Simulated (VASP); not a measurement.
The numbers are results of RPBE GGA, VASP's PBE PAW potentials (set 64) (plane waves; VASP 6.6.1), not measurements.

VASP ran on this input.

### POSCAR
```
SrTiO3
8.0343480
  0.4999999816   0.0000000000   0.0000000000
  0.0000000000   0.4999999816   0.0000000000
  0.0000000000   0.0000000000   0.4999999816
Sr Ti O
1 1 3
Cart
  0.0000000000   0.0000000000   0.0000000000
  0.2499999908   0.2499999908   0.2499999908
  0.2499999908   0.0000000000   0.2499999908
  0.0000000000   0.2499999908   0.2499999908
  0.2499999908   0.2499999908   0.0000000000
```

**KPOINTS**
```
Automatic mesh
0
Gamma
6 6 6
0 0 0
```

INCAR:
```
# general
SYSTEM   =  SrTiO3
PREC     =  Accurate
ENCUT    =  520   # plane-wave cut-off (eV)
LREAL    =  .FALSE.   # projection in real space or not
LASPH    =  .TRUE.   # aspherical one-centre terms

# electronic loop
EDIFF    =  1E-7   # SCF stop (eV)
NELM     =  100
ALGO     =  Normal   # blocked Davidson
LMAXMIX  =  4

# smearing
ISMEAR   =  0   # Gaussian
SIGMA    =  0.05

# functional
GGA      =  RP   # RPBE

# ions
ISIF     =  2

# output
LWAVE    =  .FALSE.
LCHARG   =  .FALSE.
```

POTCAR, in this order: Sr_sv Ti_sv O (PBE.64 set). Program: vasp_std.

Output

**OSZICAR**
```
       N       E                     dE             d eps       ncg     rms          rms(c)
DAV:   1     0.457706834644E+03    0.45771E+03   -0.21900E+04   960   0.182E+03
DAV:   2    -0.312198970792E+01   -0.46083E+03   -0.45244E+03  1168   0.497E+02
DAV:   3    -0.467089787037E+02   -0.43587E+02   -0.43542E+02  1416   0.150E+02
DAV:   4    -0.486521210229E+02   -0.19431E+01   -0.19421E+01  1360   0.278E+01
DAV:   5    -0.487382354666E+02   -0.86114E-01   -0.86097E-01  1328   0.418E+00    0.244E+01
DAV:   6    -0.382068748137E+02    0.10531E+02   -0.71076E+01  1480   0.718E+01    0.142E+01
DAV:   7    -0.382007835543E+02    0.60913E-02   -0.11499E+01  1200   0.258E+01    0.908E+00
DAV:   8    -0.381189398848E+02    0.81844E-01   -0.20671E+00  1248   0.142E+01    0.312E+00
DAV:   9    -0.380988281814E+02    0.20112E-01   -0.34334E-01  1224   0.479E+00    0.115E+00
DAV:  10    -0.380949712514E+02    0.38569E-02   -0.10732E-01  1320   0.294E+00    0.618E-01
DAV:  11    -0.380905495828E+02    0.44217E-02   -0.36026E-02  1304   0.140E+00    0.130E-01
DAV:  12    -0.380905687625E+02   -0.19180E-04   -0.20964E-03  1176   0.488E-01    0.635E-02
DAV:  13    -0.380906826528E+02   -0.11389E-03   -0.29037E-04  1256   0.168E-01    0.366E-02
DAV:  14    -0.380906763061E+02    0.63467E-05   -0.14912E-04  1376   0.869E-02    0.123E-02
DAV:  15    -0.380906770258E+02   -0.71964E-06   -0.15300E-05  1240   0.370E-02    0.748E-03
DAV:  16    -0.380906786337E+02   -0.16080E-05   -0.51329E-06  1008   0.160E-02    0.181E-03
DAV:  17    -0.380906785257E+02    0.10801E-06   -0.38637E-07  1128   0.440E-03    0.152E-03
DAV:  18    -0.380906784091E+02    0.11658E-06   -0.20082E-07   824   0.585E-03    0.415E-04
DAV:  19    -0.380906784263E+02   -0.17220E-07   -0.19683E-08   528   0.153E-03
   1 F= -.38090678E+02 E0= -.38090678E+02  d E =-.469600E-21
```

**OUTCAR**
```
------------------------ aborting loop because EDIFF is reached ----------------------------------------
  FORCE on cell =-STRESS in cart. coord.  units (eV):
  Direction    XX          YY          ZZ          XY          YZ          ZX
  --------------------------------------------------------------------------------------
  Total       -1.7924555     -1.7924555     -1.7924555     -0.0000000      0.0000000     -0.0000000
  in kB      -44.2993224    -44.2993224    -44.2993224     -0.0000000      0.0000000     -0.0000000
  external PRESSURE =     -44.2993224 kB  Pullay stress =       0.0000000 kB
  volume of cell :       64.83
      direct lattice vectors                 reciprocal lattice vectors
     4.017173852  0.000000000  0.000000000     0.248931223  0.000000000  0.000000000
     0.000000000  4.017173852  0.000000000     0.000000000  0.248931223  0.000000000
     0.000000000  0.000000000  4.017173852     0.000000000  0.000000000  0.248931223
 POSITION                                       TOTAL-FORCE (eV/Angst)
 -----------------------------------------------------------------------------------
      0.00000      0.00000      0.00000         0.000000      0.000000      0.000000
      2.00859      2.00859      2.00859         0.000000      0.000000      0.000000
      2.00859      0.00000      2.00859         0.000000      0.000000      0.000000
      0.00000      2.00859      2.00859         0.000000      0.000000      0.000000
      2.00859      2.00859      0.00000         0.000000      0.000000      0.000000
 -----------------------------------------------------------------------------------
    total drift:                                0.000000      0.000000     -0.000000
  FREE ENERGIE OF THE ION-ELECTRON SYSTEM (eV)
  ---------------------------------------------------
  free  energy   TOTEN  =       -38.0906784263 eV

  energy  without entropy=      -38.0906784263  energy(sigma->0) =      -38.09067843
```
(Selected blocks of OUTCAR.)

**OUTCAR**
```
 val. band max:        3.6561070687   @ k =   0.5000   0.5000   0.5000

 cond. band min:       5.3884618865   @ k =   0.0000   0.0000   0.0000


 Fermi energy:         3.9773364630

 k-point     1 :       0.0000    0.0000    0.0000
  band No.  band energies     occupation
      1     -53.3028      2.00000
      2     -29.5081      2.00000
      3     -29.4252      2.00000
      4     -29.4252      2.00000
      5     -29.4252      2.00000
      6     -13.5533      2.00000
      7     -12.6654      2.00000
      8     -12.6654      2.00000
      9     -11.4703      2.00000
     10     -11.4703      2.00000
     11     -11.4703      2.00000
     12       0.9265      2.00000
     13       0.9265      2.00000
     14       0.9265      2.00000
     15       2.6275      2.00000
     16       2.6275      2.00000
     17       2.6275      2.00000
     18       3.2667      2.00000
     19       3.2667      2.00000
     20       3.2667      2.00000
     21       5.3885      0.00000
     22       5.3885      0.00000
     23       5.3885      0.00000
     24       7.3695      0.00000

 k-point     2 :       0.1667    0.0000    0.0000
  band No.  band energies     occupation
      1     -53.3025      2.00000
      2     -29.5218      2.00000
      3     -29.4248      2.00000
      4     -29.4248      2.00000
      5     -29.4195      2.00000
      6     -13.5680      2.00000
      7     -12.6799      2.00000
      8     -12.6580      2.00000
      9     -11.4623      2.00000
     10     -11.4623      2.00000
     11     -11.3197      2.00000
     12       0.6136      2.00000
     13       0.9270      2.00000
     14       0.9270      2.00000
     15       2.3245      2.00000
     16       2.3245      2.00000
     17       2.4368      2.00000
     18       2.5860      2.00000
     19       3.1348      2.00000
     20       3.1348      2.00000
     21       5.4198      0.00000
     22       5.8788      0.00000
     23       5.8789      0.00000
     24       7.3710      0.00000
...
```

The compound is SrTiO3 in the cubic perovskite structure, the ideal cubic form; the compound distorts at low or room temperature. This cell is one point of a volume scan, at 1.03 of the reference volume.
